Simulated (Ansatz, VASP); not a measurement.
**LiPS3: VASP beside Ansatz**

Aim: how closely do two programs agree when they are given the same cell, functional and k mesh? The cell is taken from a series of runs on this material, whose earlier steps may have relaxed, scaled, displaced or heated it; both programs get it as it stands.

Calculated with Ansatz 0.2.0; plane waves, with VASP 6.6.1 beside it; G0W0 gap at LDA.

**1. Starting point**

The structure is monoclinic, space group C2/m (No. 12). The conventional cell has a = 11.116 Å, b = 7.007 Å, c = 6.525 Å, α = 90.00°, β = 125.57°, γ = 90.00°. Nearest to Li lie 4 S at 2.54 to 2.58 Å. P has 4 S at 1.99 to 2.15 Å nearest. S has 2 P at 2.15 Å nearest. Nearest to S lie 1 P at 2.01 Å and 2 Li at 2.58 Å. S has 1 P at 1.99 Å and 2 Li at 2.54 Å nearest. Farther neighbours and most contacts between anions are not listed.

Coordinates:

```cif
data_structure
_symmetry_space_group_name_H-M 'P 1'
_symmetry_Int_Tables_number 1
_cell_length_a 6.5699
_cell_length_b 6.5699
_cell_length_c 6.5251
_cell_angle_alpha 119.479
_cell_angle_beta 119.479
_cell_angle_gamma 64.453
_cell_volume 206.69
loop_
_atom_site_label
_atom_site_type_symbol
_atom_site_fract_x
_atom_site_fract_y
_atom_site_fract_z
_atom_site_occupancy
Li1 Li 0.75912 0.24088 0.00000 1
Li2 Li 0.24088 0.75912 0.00000 1
P3 P 0.15352 0.15352 0.57801 1
P4 P 0.84648 0.84648 0.42199 1
S5 S 0.22403 0.77597 0.50000 1
S6 S 0.77597 0.22403 0.50000 1
S7 S 0.19711 0.19711 0.31871 1
S8 S 0.80289 0.80289 0.68129 1
S9 S 0.32277 0.32277 0.94081 1
S10 S 0.67723 0.67723 0.05919 1
```

**2. VASP: G0W0 gap, LDA**

Quasiparticle shifts depend on high empty states and on the cores, so they are the hardest test of two PAW sets.

Lines of VASP's logs that name or quote its potential files are left out, and so is its time.

The run reads the wave functions of an earlier VASP run, which isn't shown here.

INCAR

```
SYSTEM = LiPS3
PREC = Accurate
ENCUT = 460
ISMEAR = 0
SIGMA = 0.01
LREAL = .FALSE.
GGA = CA
NBANDS = 495
ALGO = EVGW0
NELMGW = 1
ENCUTGW = 100
NOMEGA = 64
PRECFOCK = Fast
NBANDSGW = 34
LWAVE = .FALSE.
LCHARG = .FALSE.
```

POSCAR

```
LiPS3
1.0
    5.5578000000     -3.5035000000      0.0000000000
    5.5578000000      3.5035000000      0.0000000000
   -3.7957895619      0.0000000000      5.3074392707
Li P S
2 2 6
Direct
    0.7591184309      0.2408815691      0.0000000000
    0.2408815691      0.7591184309      0.0000000000
    0.1535229576      0.1535229576      0.5780140654
    0.8464770424      0.8464770424      0.4219859346
    0.2240344925      0.7759655075      0.5000000000
    0.7759655075      0.2240344925      0.5000000000
    0.1971067740      0.1971067740      0.3187113102
    0.8028932260      0.8028932260      0.6812886898
    0.3227742362      0.3227742362      0.9408133490
    0.6772257638      0.6772257638      0.0591866510
```

KPOINTS

```
Automatic mesh
0
Gamma
2 2 2
0 0 0
```

PAW data sets: Li_sv_GW, P_GW and S_GW (LDA family, release 64).

Command:

```console
$ export OMP_NUM_THREADS=3
$ mpirun -np 1 vasp_std
```

Numbers of over 12 decimals in the logs are rounded to 6 here.

The program printed:

```text
[banner, memory and clock lines left out]
running    1 mpi-ranks, on    1 nodes
 distrk:  each k-point on    1 cores,    1 groups
 distr:  one band on    1 cores,    1 groups
 Offloading initialized ...    1 GPUs detected
 POSCAR found type information on POSCAR LiP S
 POSCAR found :  3 types and      10 ions
|                                                                             |
|           W    W    AA    RRRRR   N    N  II  N    N   GGGG   !!!           |
|           W    W   A  A   R    R  NN   N  II  NN   N  G    G  !!!           |
|           W    W  A    A  R    R  N N  N  II  N N  N  G       !!!           |
|           W WW W  AAAAAA  RRRRR   N  N N  II  N  N N  G  GGG   !            |
|           WW  WW  A    A  R   R   N   NN  II  N   NN  G    G                |
|           W    W  A    A  R    R  N    N  II  N    N   GGGG   !!!           |
|                                                                             |
|     The default for ENCUTGWSOFT is different in this version of VASP.       |
|     please manually set ENCUTGWSOFT =100 in the INCAR file.                 |
|                                                                             |

 LDA part: xc-table for (Slater(with rela. corr.)+CA(PZ))
 , standard interpolation
 found WAVECAR, reading the header
 POSCAR, INCAR and KPOINTS ok, starting setup
 FFT: planning ... GRIDC
 FFT: planning ... GRID_SOFT
 FFT: planning ... GRID
 reading WAVECAR
 the WAVECAR file was read successfully
 initial charge from wavefunction
 available memory per node:   1641.54 GB, setting MAXMEM to   1680934

 The Fermi energy was updated, please check that it is located mid-gap
 values below the HOMO (VB) or above the LUMO (CB) will cause erroneous energies
 E-fermi :   3.3550

 calculate exact exchange contribution
 the WAVEDER file was read successfully
energies w=
    0.000    0.000    0.705    0.000    1.408    0.000    2.109    0.000
    2.804    0.000    3.494    0.000    4.178    0.000    4.853    0.000
    5.520    0.000    6.179    0.000    6.828    0.000    7.469    0.000
    8.101    0.000    8.725    0.000    9.340    0.000    9.949    0.000
   10.551    0.000   11.148    0.000   11.739    0.000   12.328    0.000
   12.914    0.000   13.498    0.000   14.082    0.000   14.668    0.000
   15.256    0.000   15.848    0.000   16.446    0.000   17.051    0.000
   17.665    0.000   18.290    0.000   18.928    0.000   19.581    0.000
   20.251    0.000   20.942    0.000   21.656    0.000   22.396    0.000
   23.167    0.000   23.972    0.000   24.816    0.000   25.704    0.000
   26.644    0.000   27.641    0.000   28.704    0.000   29.844    0.000
   31.071    0.000   32.400    0.000   33.847    0.000   35.431    0.000
   37.178    0.000   39.118    0.000   41.288    0.000   43.736    0.000
   46.522    0.000   49.727    0.000   53.455    0.000   57.849    0.000
   63.109    0.000   69.517    0.000   77.495    0.000   87.694    0.000
  101.179    0.000  119.821    0.000  147.230    0.000  191.400    0.000
 responsefunction array rank=     479
 LDA part: xc-table for (Slater(with rela. corr.)+CA(PZ))
 , standard interpolation

 min. memory requirement per mpi rank    956.5 MB, per node    956.5 MB

 allocating  64 responsefunctions rank=   479
 shmem allocating  64 responsefunctions rank=   479
 response function shared by NCSHMEM nodes    1
 Doing            64  frequencies on each core in blocks of            64
NQ=   1    0.0000    0.0000    0.0000,
|.........|.........|.........|.........|.........|.........|.........|.........
 performed        397000 updates of chi_q(r,r)
 total number of BLAS operations        728.82 Gflops
NQ=   2    0.5000    0.0000    0.0000,
|.........|.........|.........|.........|.........|.........|.........|.........
 performed        861000 updates of chi_q(r,r)
 total number of BLAS operations       1570.57 Gflops
NQ=   3    0.5000    0.5000    0.0000,
|.........|.........|.........|.........|.........|.........|.........|.........
 performed       1258000 updates of chi_q(r,r)
 total number of BLAS operations       2266.30 Gflops
NQ=   4    0.0000    0.0000    0.5000,
|.........|.........|.........|.........|.........|.........|.........|.........
 performed       1655000 updates of chi_q(r,r)
 total number of BLAS operations       2979.99 Gflops
NQ=   5    0.5000    0.0000    0.5000,
|.........|.........|.........|.........|.........|.........|.........|.........
 performed       2119000 updates of chi_q(r,r)
 total number of BLAS operations       3800.65 Gflops
NQ=   6    0.5000    0.5000    0.5000,
|.........|.........|.........|.........|.........|.........|.........|.........
 performed       2516000 updates of chi_q(r,r)
 total number of BLAS operations       4496.38 Gflops
 resolving degeneracies of screened two electron integrals

 calculate QP shifts <psi_nk| G(iteration)W_0 |psi_nk>: iteration 1
 entering main loop
```

OUTCAR, selected parts (step 2):

```text
ion  position               nearest neighbor table
   1  0.759  0.241  0.000-
   2  0.241  0.759  0.000-
   3  0.154  0.154  0.578-   9 1.99   7 2.01   5 2.15   6 2.15
   4  0.846  0.846  0.422-  10 1.99   8 2.01   5 2.15   6 2.15
   5  0.224  0.776  0.500-   3 2.15   4 2.15
   6  0.776  0.224  0.500-   3 2.15   4 2.15
   7  0.197  0.197  0.319-   3 2.01
   8  0.803  0.803  0.681-   4 2.01
   9  0.323  0.323  0.941-   3 1.99
  10  0.677  0.677  0.059-   4 1.99

  LATTYP: Found a base centered monoclinic cell.
 ALAT       =    11.1156000000
 B/A-ratio  =     0.6303753284
 C/A-ratio  =     0.5870218432
 COS(beta)  =    -0.5817212858

 Subroutine GETGRP returns: Found  4 space group operations
 (whereof  4 operations were pure point group operations)

The static configuration has the point symmetry C_2h.

 Found      6 irreducible k-points:

   k-points           NKPTS =      6   k-points in BZ     NKDIM =      8   number of bands    NBANDS=    495

   dimension x,y,z NGX =    48 NGY =   48 NGZ =   48
   dimension x,y,z NGXF=    96 NGYF=   96 NGZF=   96

   ENCUT  =  460.0 eV  33.81 Ry    5.81 a.u.  11.49 11.49 11.41*2*pi/ulx,y,z

   NELECT =      52.0000    total number of electrons

  energy-cutoff  :      460.00
  volume of cell :      206.69
      direct lattice vectors                 reciprocal lattice vectors
     5.557800000 -3.503500000  0.000000000     0.089963655 -0.142714428  0.064340463
     5.557800000  3.503500000  0.000000000     0.089963655  0.142714428  0.064340463
    -3.795789562  0.000000000  5.307439271    -0.000000000  0.000000000  0.188414780

 k-points in reciprocal lattice and weights: Automatic mesh
   0.00000000  0.00000000  0.00000000       0.125
   0.50000000  0.00000000  0.00000000       0.250
   0.50000000  0.50000000  0.00000000       0.125
   0.00000000  0.00000000  0.50000000       0.125
   0.50000000  0.00000000  0.50000000       0.250
   0.50000000  0.50000000  0.50000000       0.125

 E-fermi :   3.3550

 QP shifts <psi_nk| G(iteration)W_0 |psi_nk>: iteration 1
 for sc-GW calculations column KS-energies equals QP-energies in previous step
 and V_xc(KS)=  KS-energies - (<T + V_ion + V_H > + <T+V_H+V_ion>^1  + <V_x>^1)
 k-point   1 :       0.0000    0.0000    0.0000
  band No.  KS-energies  QP-energies   sigma(KS)   V_xc(KS)     V^pw_x(r,r')   Z            occupation Imag(sigma)
    ...
     23       1.7183       1.1344     -13.6401     -12.8503     -15.6796       0.7393       2.0000       0.1724
     24       2.0128       1.4544     -14.0890     -13.3375     -15.9709       0.7431       2.0000       0.1558
     25       2.0887       1.5332     -13.7756     -13.0269     -15.6309       0.7420       2.0000       0.1556
     26       2.5576       1.9428     -14.1698     -13.3429     -16.2114       0.7436       2.0000       0.1553
     27       4.5612       5.3797     -11.5109     -12.6070      -7.8663       0.7467       0.0000      -0.1709
     28       5.0958       5.8877     -10.8911     -11.9368      -7.2330       0.7574       0.0000      -0.1619
     29       5.3546       6.3269     -11.3379     -12.6252      -7.3446       0.7553       0.0000      -0.1786
     30       6.1978       7.0388      -9.9364     -11.0383      -5.9399       0.7632       0.0000      -0.1824
    ...

 k-point   2 :       0.5000    0.0000    0.0000
  band No.  KS-energies  QP-energies   sigma(KS)   V_xc(KS)     V^pw_x(r,r')   Z            occupation Imag(sigma)
    ...
     23       1.4869       0.8294     -13.6502     -12.7547     -15.8827       0.7342       2.0000       0.1901
     24       1.7992       1.1436     -13.5927     -12.7031     -15.7797       0.7370       2.0000       0.1787
     25       1.9141       1.2691     -13.7517     -12.8795     -15.8435       0.7395       2.0000       0.1735
     26       2.0367       1.4244     -13.8458     -13.0182     -15.9064       0.7398       2.0000       0.1665
     27       4.3662       5.2257     -10.9277     -12.0693      -7.1404       0.7528       0.0000      -0.1695
     28       5.3081       6.1004     -10.6211     -11.6676      -6.8916       0.7570       0.0000      -0.1724
     29       5.5433       6.4847     -11.2081     -12.4599      -7.2331       0.7520       0.0000      -0.1828
     30       6.1623       6.9714      -9.8722     -10.9398      -5.7665       0.7579       0.0000      -0.1997
    ...

 k-point   3 :       0.5000    0.5000    0.0000
  band No.  KS-energies  QP-energies   sigma(KS)   V_xc(KS)     V^pw_x(r,r')   Z            occupation Imag(sigma)
    ...
     23       1.3167       0.6412     -13.2744     -12.3529     -15.5271       0.7331       2.0000       0.1992
     24       1.4035       0.7276     -13.4546     -12.5346     -15.7142       0.7347       2.0000       0.1956
     25       2.0089       1.4123     -13.9078     -13.1005     -15.9252       0.7389       2.0000       0.1644
     26       2.3068       1.6678     -13.9127     -13.0497     -16.0131       0.7404       2.0000       0.1649
     27       4.9094       5.7256     -11.2669     -12.3566      -7.6355       0.7490       0.0000      -0.1748
     28       5.5755       6.3591     -10.7902     -11.8285      -6.9612       0.7547       0.0000      -0.1781
     29       5.6450       6.6060     -11.0207     -12.2981      -6.9372       0.7523       0.0000      -0.1879
     30       6.4677       7.3533     -10.3433     -11.5101      -6.1845       0.7590       0.0000      -0.1945
    ...

 k-point   4 :       0.0000    0.0000    0.5000
  band No.  KS-energies  QP-energies   sigma(KS)   V_xc(KS)     V^pw_x(r,r')   Z            occupation Imag(sigma)
    ...
     23       1.7897       1.1313     -13.6174     -12.7216     -15.7866       0.7350       2.0000       0.1821
     24       1.8010       1.1393     -13.6690     -12.7688     -15.8710       0.7352       2.0000       0.1811
     25       1.8291       1.2349     -13.8341     -13.0308     -15.8385       0.7397       2.0000       0.1668
     26       1.8383       1.2085     -13.6424     -12.7890     -15.8015       0.7380       2.0000       0.1765
     27       4.1524       5.0065     -11.0768     -12.2142      -7.3445       0.7509       0.0000      -0.1664
     28       4.9804       5.7811      -9.8465     -10.8903      -6.0926       0.7670       0.0000      -0.1628
     29       5.2005       6.0022     -10.7722     -11.8324      -7.0235       0.7562       0.0000      -0.1682
     30       6.3093       7.1640     -10.1801     -11.2993      -6.1124       0.7637       0.0000      -0.1841
    ...

[... 2 further parts left out ...]
```

(Continued in part 2 of 2.)

[Lines on the potential files, build, host, timing and source positions are cut from VASP's logs without a mark.]

[Logs are printed without paths, hosts, clocks, repeated set-up lines and the standing remarks that a program may print on its own settings, such as how far it seeks lower states.]

[Hosts, paths, dates, database ids (printed as entryN), source tags and the programs' standing remarks are cut or masked in the printed files.]
